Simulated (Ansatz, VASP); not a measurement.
**Cross-check of Al between VASP and Ansatz**

One calculation is typed for both programs; each brings its own data sets. How far apart do they land? The cell is taken from a series of runs on this material, whose earlier steps may have relaxed, scaled, displaced or heated it; both programs get it as it stands.

Main program and level: Ansatz 0.2.0; plane waves, with VASP 6.6.1 beside it; zone-centre phonons at LDA.

### 1. Set-up

The cell holds 5 atoms: 5 Al. Cell: a = 2.749 Å, b = 2.749 Å, c = 39.960 Å, α = 90.0°, β = 90.0°, γ = 90.0°. It derives from Al. Vacuum lies along c.

As a file:

```
Al
1.0
     1.94391    1.94391    0.00000
    -1.94391    1.94391    0.00000
     0.00000    0.00000   39.96001
Al
5
Direct
  0.00000 0.00000 0.16074
  0.50000 0.50000 0.21298
  0.00000 0.00000 0.26376
  0.50000 0.50000 0.31455
  0.00000 0.00000 0.36678
```

### 2. VASP: zone-centre phonons, LDA

Second derivatives magnify differences that forces hide, and they need a tight electronic threshold.

Lines of VASP's logs that name or quote its potential files are left out, and so is its time.

INCAR

```
SYSTEM = Al
PREC = Accurate
ENCUT = 500
EDIFF = 1E-08
NELM = 120
ISMEAR = 1
SIGMA = 0.2
LREAL = .FALSE.
ALGO = Normal
GGA = PW92
NBANDS = 13
LORBIT = 11
LWAVE = .FALSE.
LCHARG = .FALSE.
ISIF = 2
IBRION = 8
LASPH = .TRUE.
GGA_COMPAT = .FALSE.
NELMDL = -8
KPAR = 2
```

POSCAR

```
Al
1.0
    1.9439128118      1.9439128118      0.0000000000
   -1.9439128118      1.9439128118      0.0000000000
    0.0000000000      0.0000000000     39.9600123200
Al
5
Direct
    0.0000000000      0.0000000000      0.1607424992
    0.5000000000      0.5000000000      0.2129799790
    0.0000000000      0.0000000000      0.2637636824
    0.5000000000      0.5000000000      0.3145473859
    0.0000000000      0.0000000000      0.3667848656
```

KPOINTS

```
Automatic mesh
0
Gamma
12 12 1
0 0 0
```

Potentials, in the order of the species: Al (LDA family, release 64).

Started as:

```sh
mpirun -np 2 vasp_std
```

Numbers of over 12 decimals in the logs are rounded to 6 here.

Output:

```text
[banner, memory and clock lines left out]
running    2 mpi-ranks, on    1 nodes
 distrk:  each k-point on    1 cores,    2 groups
 distr:  one band on    1 cores,    1 groups

 POSCAR found type information on POSCAR Al
 POSCAR found :  1 types and       5 ions
|                                                                             |
|               ----> ADVICE to this user running VASP <----                  |
|                                                                             |
|     You enforced a specific xc type in the INCAR file but a different       |
|     [... a line on the potential file left out ...]
|     I HOPE YOU KNOW WHAT YOU ARE DOING!                                     |
|                                                                             |

 LDA part: xc-table for (Slater(with rela. corr.)+PW92), standard interpolation
 POSCAR, INCAR and KPOINTS ok, starting setup
 FFT: planning ... GRIDC
 FFT: planning ... GRID_SOFT
 FFT: planning ... GRID
 WAVECAR not read
 entering main loop
       N       E                     dE             d eps       ncg     rms          rms(c)
DAV:   1     0.571480675915E+02    0.57148E+02   -0.43031E+03   728   0.729E+02
DAV:   2    -0.179899893961E+02   -0.75138E+02   -0.68106E+02  1071   0.131E+02
DAV:   3    -0.206540258546E+02   -0.26640E+01   -0.25784E+01   982   0.270E+01
DAV:   4    -0.207403310685E+02   -0.86305E-01   -0.86143E-01  1129   0.631E+00
DAV:   5    -0.207437591534E+02   -0.34281E-02   -0.34277E-02  1190   0.108E+00
DAV:   6    -0.207438678847E+02   -0.10873E-03   -0.10873E-03  1282   0.168E-01
DAV:   7    -0.207438731129E+02   -0.52282E-05   -0.52283E-05  1171   0.270E-02
DAV:   8    -0.207438736994E+02   -0.58650E-06   -0.58639E-06  1294   0.708E-03    0.354E+00
DAV:   9    -0.201340599042E+02    0.60981E+00   -0.30192E+00   789   0.900E+00    0.220E+00
DAV:  10    -0.199491277413E+02    0.18493E+00   -0.80371E-01   818   0.590E+00    0.129E+00
DAV:  11    -0.198790995307E+02    0.70028E-01   -0.22455E-01   866   0.226E+00    0.346E-01
DAV:  12    -0.198783872018E+02    0.71233E-03   -0.15559E-02   924   0.704E-01    0.256E-01
DAV:  13    -0.198772550481E+02    0.11322E-02   -0.18077E-03   925   0.242E-01    0.157E-01
DAV:  14    -0.198753671611E+02    0.18879E-02   -0.20174E-03   863   0.179E-01    0.405E-02
[...]
DAV:  24    -0.198768322853E+02   -0.28855E-05   -0.63757E-08   792   0.886E-04    0.312E-04
DAV:  25    -0.198768341770E+02   -0.18917E-05   -0.48433E-08   699   0.588E-04    0.175E-04
DAV:  26    -0.198768347932E+02   -0.61625E-06   -0.66303E-09   721   0.247E-04    0.125E-04
DAV:  27    -0.198768350017E+02   -0.20849E-06   -0.10033E-09   595   0.124E-04    0.450E-05
DAV:  28    -0.198768351679E+02   -0.16623E-06   -0.55088E-10   592   0.870E-05    0.497E-05
DAV:  29    -0.198768352030E+02   -0.35101E-07   -0.63216E-11   597   0.497E-05    0.137E-05
DAV:  30    -0.198768352218E+02   -0.18773E-07   -0.11890E-11   577   0.365E-05    0.110E-05
DAV:  31    -0.198768352244E+02   -0.25797E-08    0.45512E-11   528   0.229E-05
   1 F= -.19876835E+02 E0= -.19875143E+02  d E =-.507598E-02
 Linear response reoptimize wavefunctions to high precision
DAV:   1    -0.198768352252E+02   -0.77182E-09    0.48398E-11   533   0.158E-05
DAV:   2    -0.198768352252E+02   -0.42746E-10    0.49402E-11   529   0.114E-05
 Linear response DOF=           6
 Linear response progress:
  Degree of freedom:   1/  6
       N       E                     dE             d eps       ncg     rms          rms(c)
RMM:   1    -0.365188840767E-02   -0.36519E-02   -0.31661E-03  2003   0.312E-01
RMM:   2    -0.349247201254E-02    0.15942E-03   -0.11869E-04  1776   0.720E-02    0.358E-02
RMM:   3    -0.345924139781E-02    0.33231E-04   -0.11691E-05  1829   0.210E-02    0.216E-02
RMM:   4    -0.345602224688E-02    0.32192E-05   -0.10289E-05  1836   0.162E-02    0.152E-03
RMM:   5    -0.345756691574E-02   -0.15447E-05   -0.41860E-07  2005   0.410E-03    0.121E-03
RMM:   6    -0.345769694612E-02   -0.13003E-06   -0.41458E-08  2000   0.103E-03    0.874E-04
RMM:   7    -0.345850578263E-02   -0.80884E-06   -0.24252E-08  1930   0.695E-04    0.146E-04
RMM:   8    -0.345858534990E-02   -0.79567E-07   -0.11455E-09  2041   0.186E-04    0.704E-05
RMM:   9    -0.345859643088E-02   -0.11081E-07   -0.54459E-10  2003   0.657E-05    0.205E-05
RMM:  10    -0.345859314061E-02    0.32903E-08   -0.15099E-09  2064   0.241E-05    0.987E-06
 first order change of Fermi-energy   0.15196E-03
 force on displaced ion       1 direction 1 :  -0.862   0.000   0.000
 Linear response progress:
  Degree of freedom:   2/  6
       N       E                     dE             d eps       ncg     rms          rms(c)
RMM:   1    -0.213223691596E-01   -0.21322E-01    0.27515E-02  1793   0.675E-01
RMM:   2    -0.193794551845E-01    0.19429E-02   -0.10142E-03  1197   0.203E-01    0.473E-02
RMM:   3    -0.195277762857E-01   -0.14832E-03   -0.52942E-04  1295   0.839E-02    0.394E-02
RMM:   4    -0.194137632233E-01    0.11401E-03   -0.43492E-05  1360   0.274E-02    0.278E-02
RMM:   5    -0.193305239609E-01    0.83239E-04   -0.18164E-05  1282   0.149E-02    0.110E-02
RMM:   6    -0.193487435021E-01   -0.18220E-04   -0.52809E-06  1248   0.900E-03    0.422E-03
RMM:   7    -0.193451918840E-01    0.35516E-05   -0.77347E-07  1295   0.341E-03    0.157E-03
RMM:   8    -0.193442313189E-01    0.96057E-06   -0.17664E-07  1295   0.153E-03    0.621E-04
RMM:   9    -0.193449482521E-01   -0.71693E-06   -0.42430E-08  1308   0.704E-04    0.361E-04
RMM:  10    -0.193468599561E-01   -0.19117E-05   -0.36384E-08  1296   0.514E-04    0.170E-04
RMM:  11    -0.193479113306E-01   -0.10514E-05   -0.49709E-08  1300   0.488E-04    0.109E-04
RMM:  12    -0.193489222630E-01   -0.10109E-05   -0.60880E-08  1291   0.479E-04    0.513E-05
RMM:  13    -0.193490780306E-01   -0.15577E-06   -0.90585E-09  1370   0.190E-04    0.352E-05
RMM:  14    -0.193491634673E-01   -0.85437E-07   -0.13466E-08  1301   0.208E-04    0.163E-05
RMM:  15    -0.193492050171E-01   -0.41550E-07    0.16241E-10  1333   0.620E-05    0.102E-05
RMM:  16    -0.193491982766E-01    0.67405E-08   -0.21688E-09  1299   0.516E-05    0.453E-06
 first order change of Fermi-energy  -0.15446E+00
 force on displaced ion       1 direction 3 :   0.000   0.000  -2.955
 Linear response progress:
  Degree of freedom:   3/  6
       N       E                     dE             d eps       ncg     rms          rms(c)
RMM:   1    -0.423070463357E-02   -0.42307E-02   -0.34011E-03  2076   0.347E-01
RMM:   2    -0.396183653540E-02    0.26887E-03   -0.88962E-05  1761   0.622E-02    0.359E-02
RMM:   3    -0.396849620971E-02   -0.66597E-05   -0.10880E-05  1837   0.180E-02    0.219E-02
RMM:   4    -0.401840399766E-02   -0.49908E-04   -0.11987E-05  1820   0.167E-02    0.189E-03
RMM:   5    -0.401702273375E-02    0.13813E-05   -0.36283E-07  2009   0.412E-03    0.158E-03
RMM:   6    -0.401636458206E-02    0.65815E-06   -0.96879E-08  2012   0.105E-03    0.877E-04
RMM:   7    -0.401524515234E-02    0.11194E-05   -0.15074E-08  1909   0.893E-04    0.172E-04
RMM:   8    -0.401538088934E-02   -0.13574E-06   -0.26440E-09  2037   0.229E-04    0.748E-05
RMM:   9    -0.401546374204E-02   -0.82853E-07   -0.53427E-09  2015   0.615E-05    0.263E-05
RMM:  10    -0.401548132947E-02   -0.17587E-07   -0.33919E-09  2028   0.201E-05    0.805E-06
RMM:  11    -0.401547595785E-02    0.53716E-08   -0.19078E-09  2046   0.879E-06    0.393E-06
 first order change of Fermi-energy  -0.42552E-04
 force on displaced ion       2 direction 1 :  -1.942   0.000  -0.001
 Linear response progress:
  Degree of freedom:   4/  6
       N       E                     dE             d eps       ncg     rms          rms(c)
RMM:   1    -0.213451340886E-01   -0.21345E-01    0.95573E-02  1516   0.843E-01
RMM:   2    -0.200530647818E-01    0.12921E-02   -0.94944E-04  1193   0.203E-01    0.544E-02
RMM:   3    -0.200766943798E-01   -0.23630E-04   -0.69207E-04  1272   0.945E-02    0.364E-02
RMM:   4    -0.201007792037E-01   -0.24085E-04   -0.57435E-05  1355   0.300E-02    0.360E-02
RMM:   5    -0.199265308470E-01    0.17425E-03   -0.39109E-05  1374   0.175E-02    0.139E-02
RMM:   6    -0.199476603526E-01   -0.21130E-04   -0.10146E-05  1210   0.116E-02    0.535E-03
RMM:   7    -0.199508016422E-01   -0.31413E-05   -0.72604E-07  1271   0.431E-03    0.126E-03
RMM:   8    -0.199500268219E-01    0.77482E-06   -0.85495E-08  1295   0.141E-03    0.358E-04
RMM:   9    -0.199497784623E-01    0.24836E-06   -0.13295E-08  1317   0.496E-04    0.160E-04
RMM:  10    -0.199498392552E-01   -0.60793E-07   -0.65186E-09  1333   0.239E-04    0.635E-05
RMM:  11    -0.199498819386E-01   -0.42683E-07   -0.96849E-09  1336   0.148E-04    0.424E-05
RMM:  12    -0.199499117608E-01   -0.29822E-07   -0.15176E-08  1275   0.193E-04    0.204E-05
RMM:  13    -0.199498924851E-01    0.19276E-07   -0.32215E-09  1350   0.119E-04    0.106E-05
RMM:  14    -0.199498848019E-01    0.76832E-08   -0.29075E-09  1363   0.557E-05    0.479E-06
 first order change of Fermi-energy   0.12075E+00
 force on displaced ion       2 direction 3 :  -0.000  -0.000  -6.024
 Linear response progress:
  Degree of freedom:   5/  6
       N       E                     dE             d eps       ncg     rms          rms(c)
RMM:   1    -0.432336869014E-02   -0.43234E-02   -0.33140E-03  2060   0.342E-01
RMM:   2    -0.408404518272E-02    0.23932E-03   -0.75810E-05  1752   0.546E-02    0.380E-02
RMM:   3    -0.409127345581E-02   -0.72283E-05   -0.11389E-05  1786   0.161E-02    0.229E-02
RMM:   4    -0.414851477110E-02   -0.57241E-04   -0.16161E-05  1793   0.182E-02    0.213E-03
RMM:   5    -0.414468993269E-02    0.38248E-05   -0.48330E-07  1879   0.449E-03    0.502E-04
RMM:   6    -0.414444840139E-02    0.24153E-06   -0.21744E-09  1902   0.949E-04    0.173E-04
RMM:   7    -0.414431037776E-02    0.13802E-06    0.14515E-09  1933   0.269E-04    0.755E-05
RMM:   8    -0.414446232412E-02   -0.15195E-06    0.70743E-09  1976   0.961E-05    0.273E-05
RMM:   9    -0.414455160281E-02   -0.89279E-07    0.27625E-09  1944   0.401E-05    0.853E-06
RMM:  10    -0.414455524604E-02   -0.36432E-08    0.50154E-09  2037   0.171E-05    0.174E-06
 first order change of Fermi-energy   0.15694E-03
 force on displaced ion       3 direction 1 :  -1.909   0.000   0.000
 Linear response progress:
  Degree of freedom:   6/  6
       N       E                     dE             d eps       ncg     rms          rms(c)
RMM:   1    -0.205904301087E-01   -0.20590E-01    0.12817E-01  1635   0.859E-01
RMM:   2    -0.208425852988E-01   -0.25216E-03   -0.12254E-03  1188   0.221E-01    0.737E-02
RMM:   3    -0.226130159955E-01   -0.17704E-02   -0.18464E-03  1396   0.129E-01    0.109E-01
RMM:   4    -0.204373978229E-01    0.21756E-02   -0.22890E-04  1396   0.447E-02    0.308E-02
RMM:   5    -0.203658613415E-01    0.71536E-04   -0.25957E-05  1225   0.207E-02    0.126E-02
RMM:   6    -0.203912354782E-01   -0.25374E-04   -0.10346E-05  1259   0.130E-02    0.286E-03
RMM:   7    -0.203891017691E-01    0.21337E-05   -0.76793E-07  1272   0.468E-03    0.858E-04
RMM:   8    -0.203891147627E-01   -0.12994E-07   -0.32002E-08  1326   0.121E-03    0.314E-04
RMM:   9    -0.203888193181E-01    0.29544E-06   -0.11888E-08  1261   0.491E-04    0.111E-04
RMM:  10    -0.203889935274E-01   -0.17421E-06   -0.32598E-09  1337   0.184E-04    0.700E-05
RMM:  11    -0.203890324218E-01   -0.38894E-07   -0.63685E-09  1261   0.199E-04    0.402E-05
RMM:  12    -0.203889703767E-01    0.62045E-07   -0.34673E-09  1318   0.128E-04    0.190E-05
RMM:  13    -0.203889749858E-01   -0.46091E-08    0.18989E-09  1288   0.802E-05    0.704E-06
 first order change of Fermi-energy   0.11898E-05
 force on displaced ion       3 direction 3 :  -0.000  -0.000  -5.550
 Linear response finished
```

[end of part 1 of 2]

[Lines on the potential files, build, host, timing and source positions are cut from VASP's logs without a mark.]

[Logs are printed without paths, hosts, clocks, repeated set-up lines and the standing remarks that a program may print on its own settings, such as how far it seeks lower states.]

[Hosts, paths, dates, database ids (printed as entryN), source tags and the programs' standing remarks are cut or masked in the printed files.]
